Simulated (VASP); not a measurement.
VASP input:

POSCAR:
```
Au
1
    0.0000000000     2.0053272116     2.0053272116
    2.0053272116     0.0000000000     2.0053272116
    2.0053272116     2.0053272116     0.0000000000
Au
1
Direct
  0.0000000000   0.0000000000   0.0000000000
```

INCAR:
```
# general
SYSTEM =Au
PREC   =Accurate
ENCUT  =520
LREAL  =.FALSE.
LASPH  =.TRUE.

# electronic loop
EDIFF  =1E-7
NELM   =100
ALGO   =Normal
LMAXMIX=6

# smearing
ISMEAR =1
SIGMA  =0.1

# ions
ISIF   =2

# output
LWAVE  =.FALSE.
LCHARG =.FALSE.
```

**KPOINTS**
```
Automatic
0
gamma
 15 15 15
0 0 0
```

POTCAR, in this order: Au (LDA.64 set). Program: vasp_std.

Question: Write an equivalent input for Quantum ESPRESSO's pw.x.

Answer: One equivalent input (not run):
```
&CONTROL
  calculation = 'scf'
  pseudo_dir = './pseudo'
  outdir = './out'
  tprnfor = .true.
  tstress = .true.
/
&SYSTEM
  ibrav = 0
  nat = 1
  ntyp = 1
  ecutwfc = 76
  occupations = 'smearing'
  smearing = 'methfessel-paxton'
  degauss = 0.00735
  input_dft = 'pz'
/
&ELECTRONS
  conv_thr = 7.3e-09
  electron_maxstep = 100
/
ATOMIC_SPECIES
  Au 196.967 Au.upf
CELL_PARAMETERS angstrom
     0.0000000    2.0053272    2.0053272
     2.0053272    0.0000000    2.0053272
     2.0053272    2.0053272    0.0000000
ATOMIC_POSITIONS crystal
  Au   0.0000000  0.0000000  0.0000000
K_POINTS automatic
  15 15 15 0 0 0
```
What does not carry over: the potentials are each code's own (VASP's PAW set, PseudoDojo norm-conserving files in pw.x), so ENCUT and ecutwfc are chosen apart and not converted; conv_thr bounds pw.x's estimated SCF error, while EDIFF bounds the energy change between steps.

The compound is Au in the fcc structure. This cell is one point of a volume scan, at 0.97 of the reference volume.
